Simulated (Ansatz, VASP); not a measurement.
# GaSb in two plane-wave programs

Wanted: the spread between two codes on one cell, functional and k mesh. The cell is taken from a series of runs on this material, whose earlier steps may have relaxed, scaled, displaced or heated it; both programs get it as it stands.

Main program and level: Ansatz 0.2.0; plane waves, with VASP 6.6.1 beside it; zone-centre phonons at LDA.

### Step 1. The starting structure

Symmetry: Imm2, No. 44, orthorhombic system. The conventional cell has a = 4.276 Å, b = 4.320 Å, c = 6.022 Å, α = 90.00°, β = 90.00°, γ = 90.00°. Ga has 4 Sb at 2.62 to 2.63 Å nearest. Nearest to Sb lie 4 Ga at 2.62 to 2.63 Å. Farther neighbours are not listed.

### Step 2. Ansatz: zone-centre phonons, LDA

Ansatz runs on its PAW soft_1 files.

Second derivatives magnify differences that forces hide, and they need a tight electronic threshold.

input.yaml

```yaml
crystal:
  lattice:
    - [0.0155811776, 3.0390286201, 3.0110835526]
    - [3.0390286201, 0.0155811776, 3.0110835526]
    - [3.0546097977, 3.0546097977, 0.0]
  atoms:
    - { symbol: Ga, position: [-0.0007715952, -0.0007715952, 0.0007715952] }
    - { symbol: Sb, position: [0.7507715952, 0.7507715952, 0.7492284048] }
kpoints:
  mp_grid: { grid: [12, 12, 12] }
hamiltonian:
  xc: lda
  pseudopotentials: { kind: paw, azcp: { folder: soft_1 }, xc_functional: pbe }
scf:
  occupations: { method: methfessel_paxton, width: 0.2 }
output:
  eigenvalues: true
phonons:
  method: dfpt
```

Started as:

```sh
$ ansatz run input.yaml --threads 4 --pin off --max-ram 10240MiB --backend cpu --events-out ev --progress --plain --runs-dir out
```

Numbers of over 12 decimals in the logs are rounded to 6 here.

The log of the run:

```text
zone centre: on kpoints.mp_grid the ground state, and the responses unless they are solved on pairs of k-points, stand on 476 of the mesh's 1728 k-points, reduced under 2 symmetry operations, with k and −k counted as one. Each operation leaves every solved displacement unchanged or reverses it
Engine: ansatz 0.2.0, x86_64-unknown-linux-gnu
Pseudopotentials: kind: paw
Pseudopotential: Ga, paw, valence charge 13, recommended cutoff 420 eV (normal), soft_1/Ga.paw.azcp
Pseudopotential: Sb, paw, valence charge 15, recommended cutoff 420 eV (normal), soft_1/Sb.paw.azcp
Functional definition: SPW92
  exchange = slater_x
  correlation = pw_c
Crystal: 2 atoms, lattice volume = 55.617 Å³
Basis set: ecut = 420 eV, 1075 PW (Γ), exchange–correlation on 60×60×60 points (8 copies of the dense FFT grid, shifted against one another)
Bands: 18, of which v1, the nominal top of the filled ones, is band 14 counted from 1 (13 counted from 0)
Symmetry: 4 space group operations
k-points: 476 of 1728 (irreducible under 2 space group operations, time reversal used)
Non-local potential: Ga, projectors of the file, l = 0: 2, l = 1: 2, l = 2: 3, l = 3: 1
Non-local potential: Sb, projectors of the file, l = 0: 2, l = 1: 2, l = 2: 2, l = 3: 1
PAW form: soft (Blöchl's): semilocal exchange-correlation on the pseudo side does not see the compensation charge
PAW frozen core: Ga, regenerated for the run's functional, and the local potential with it (the file was generated under x = pbe(κ = 0.804, μ = 0.219515), c = pbe(β = 0.066725))
PAW frozen core: Sb, regenerated for the run's functional, and the local potential with it (the file was generated under x = pbe(κ = 0.804, μ = 0.219515), c = pbe(β = 0.066725))
PAW one-centre angular grid: Ga, 590 points (default); XC on 64 Gauss nodes
PAW one-centre angular grid: Sb, 590 points (default); XC on 64 Gauss nodes
Initial density: superposition of atomic densities (chi_scale 0.1, normalization cell, long waves kept (reshape's long-wave potential 0.00 eV rms))
Initial wavefunctions: pseudopotential atomic-orbital guess
Functional: x = slater, c = lda
SCF iter   1: F=—  HF=-10043.249486 eV  |F-HF|=—  |Δ(HF+E_count)|=         —  Δρ=3.13e-2  dr2=4.52e-1  ethr=3.10e-3  ⟨swp⟩=5.5  Hψ=43947  notcnv=0
preconditioner: auto → none  [insulator: Δε(μ)=0.298 eV  Ē_g=14.938 eV  σ=0.200 eV  W_gap=0.53  n_scr=14 (ndim 8)  ℏωp=21.1 eV  f_vac=0.004  D(μ)=0.04/eV (n_scr^D=0)  ε∞_Penn≈3.0]
SCF iter   2: F=—  HF=-10043.133940 eV  |F-HF|=—  |Δ(HF+E_count)|=   1.16e-1  S|Δr|=    0.00e0  Δρ=1.39e-2  dr2=6.85e-2  ethr=1.62e-3  ⟨swp⟩=2.0  Hψ=14283  notcnv=0
SCF iter   3: F=—  HF=-10043.125800 eV  |F-HF|=—  |Δ(HF+E_count)|=   8.14e-3  S|Δr|=    0.00e0  Δρ=5.01e-3  dr2=1.27e-2  ethr=2.45e-4  ⟨swp⟩=2.0  Hψ=14598  notcnv=0
SCF iter   4: F=—  HF=-10043.120435 eV  |F-HF|=—  |Δ(HF+E_count)|=   5.36e-3  S|Δr|=    0.00e0  Δρ=9.20e-4  dr2=2.64e-4  ethr=4.53e-5  ⟨swp⟩=2.0  Hψ=12853  notcnv=0
SCF iter   5: F=—  HF=-10043.120361 eV  |F-HF|=—  |Δ(HF+E_count)|=   7.48e-5  S|Δr|=    0.00e0  Δρ=4.39e-4  dr2=3.44e-5  ethr=9.41e-7  ⟨swp⟩=2.0  Hψ=12853  notcnv=0
SCF iter   6: F=—  HF=-10043.120357 eV  |F-HF|=—  |Δ(HF+E_count)|=   3.15e-6  S|Δr|=    0.00e0  Δρ=2.08e-5  dr2=1.80e-7  ethr=1.23e-7  ⟨swp⟩=2.0  Hψ=13392  notcnv=0
SCF iter   7: F=—  HF=-10043.120357 eV  |F-HF|=—  |Δ(HF+E_count)|=   1.73e-7  S|Δr|=    0.00e0  Δρ=4.70e-6  dr2=7.72e-9  ethr=6.42e-10  ⟨swp⟩=2.0  Hψ=15240  notcnv=0
SCF iter   8: F=—  HF=-10043.120357 eV  |F-HF|=—  |Δ(HF+E_count)|=   1.54e-9  S|Δr|=    0.00e0  Δρ=1.04e-6  dr2=4.78e-10  ethr=2.76e-11  ⟨swp⟩=2.1  Hψ=13056  notcnv=0
SCF iter   9: F=—  HF=-10043.120357 eV  |F-HF|=—  |Δ(HF+E_count)|=  2.27e-10  S|Δr|=    0.00e0  Δρ=2.27e-7  dr2=1.79e-11  ethr=1.71e-12  ⟨swp⟩=2.0  Hψ=13787  notcnv=0
SCF iter  10: F=-10043.120357 eV  HF=-10043.120357 eV  |F-HF|=1.82e-12  |Δ(HF+E_count)|=  3.64e-12  S|Δr|=    0.00e0  Δρ=6.00e-8  dr2=1.13e-12  ethr=1.00e-12  ⟨swp⟩=6.0  Hψ=41317  notcnv=0
SCF 1 converged in 10 iterations: F = -10043.120357 eV  dr2 = 1.13e-12
  greatest PAW one-centre occupation: 0.996 electrons in one spin orbital (limit 2), on the Sb atom at site 1 (counted from 0), in its partial waves of l = 2
DFPT response loops at Γ: preconditioner auto → Kerker (q_TF=auto, 2.433 Å⁻¹) (partly filled bands, converged f_vac=0.073); β = 1.00, the filter's whole step (`scf.mixing.beta` (0.50) is not read by the response loops under this deck's `scf.mixing.preconditioner`; to damp them name `kerker` or `kerker_dos`, under which they read `scf.mixing.beta`, and type it under 1.00, their step now; both keys bind the ground state too); Broyden in place of MSR1
SCF converged after 10 iterations
Stability not checked: this state was not tested for a lower state beside it, because cold or Methfessel-Paxton smearing, or corrected tetrahedra, fill the levels in a way that the test cannot read (fill_not_monotonic; see scf.lower_state_search)
Free energy (F): -10043.120357 eV
Harris-Foulkes:  -10043.120357 eV  (|F-HF|=1.82e-12)
Internal energy: -10043.120775 eV  (E = F + TS)
E sigma→0 (E₀):  -10043.120462 eV
Entropy (-TS):   0.000417 eV (0.209 meV/atom)
Fermi energy:    7.939044 eV
Step filling:    the computed levels leave a gap of 0.0350 eV = 0.2 smearing widths at the electron count; against every level under it full and every level over it empty, smearing changes F+E_penalty+E_count by +0.162 meV and its σ→0 estimate by +0.058 meV
--- Per-component energies (eV) ---
  E_band       = -258.357816
  E_kinetic    = 277.654144
  E_local      = -3349.396223  (includes V_loc(G=0)·N_el)
  E_nonlocal   = 302.952620
  E_hartree    = 1714.491242
  E_xc         = -161.500806
  E_vxc        = -147.587370  (∫ρ·V_xc dr)
  E_paw        = -6311.489226  (= ΣΔE_a)
  E_vpaw       = -770.963355  (= ΣTr[D̂ρ^β])
  E_aug_tail   = -0.000103  (compensation charges beyond the density's cutoff)
  E_ewald      = -2518.119716
  E_core_change = 2.287292  (= ΣΔE_core)
  E_smearing   = 0.000417  (= −TS)
  E_closure    = -0.000000  (closes the sum)
  Σ components = -10043.120357   (vs F -10043.120357, Δ=0.00e0)
--- Band table (eV; the first three rows and the last of 476) ---
  k-point 0: bands = [... 10 lower, -3.8580, 7.8225, 7.8866, 7.9042, 7.9391, 10.6170, 10.6350, 10.7029]
  k-point 1: bands = [... 10 lower, -3.7848, 6.5146, 7.7606, 7.7736, 8.7936, 10.7914, 10.8756, 10.8944]
  k-point 2: bands = [... 10 lower, -3.5695, 5.0808, 7.4793, 7.4796, 8.9000, 11.1812, 11.2489, 11.8284]
  k-point 475: bands = [... 10 lower, -1.2945, 0.9383, 5.1198, 5.2300, 8.6322, 8.9817, 16.6853, 16.7425]
--- Phonons (Γ-DFPT): 4 representative perturbations + reference, on 476 of 1728 k-points (Σ response iterations 12) ---
  k mesh reduced under 2 symmetry operations, with k and −k counted as one. Each operation leaves every solved displacement unchanged or reverses it
  ASR residual: 1.201e-4 → 0.000e0 eV/Å²; symmetrization residual: 3.729e-6 eV/Å²
  ASR residual per site (eV/Å²): 1.20e-4 3.58e-5
  Γ frequencies (cm⁻¹): 0.00 0.00 0.00 221.55 222.87 223.09
  non-analytic LO–TO correction: not included (Born effective charges unavailable; polar crystals: no LO–TO splitting at Γ)
```

Reading the cycles: dr2 is the Hartree energy of the density residual (eV), the measure of convergence; HF is the Harris–Foulkes estimate of the energy, which meets the free energy F at convergence.

(Continued in part 2 of 2.)

[Lines on the potential files, build, host, timing and source positions are cut from VASP's logs without a mark.]

[Logs are printed without paths, hosts, clocks, repeated set-up lines and the standing remarks that a program may print on its own settings, such as how far it seeks lower states.]

[Hosts, paths, dates, database ids (printed as entryN), source tags and the programs' standing remarks are cut or masked in the printed files.]
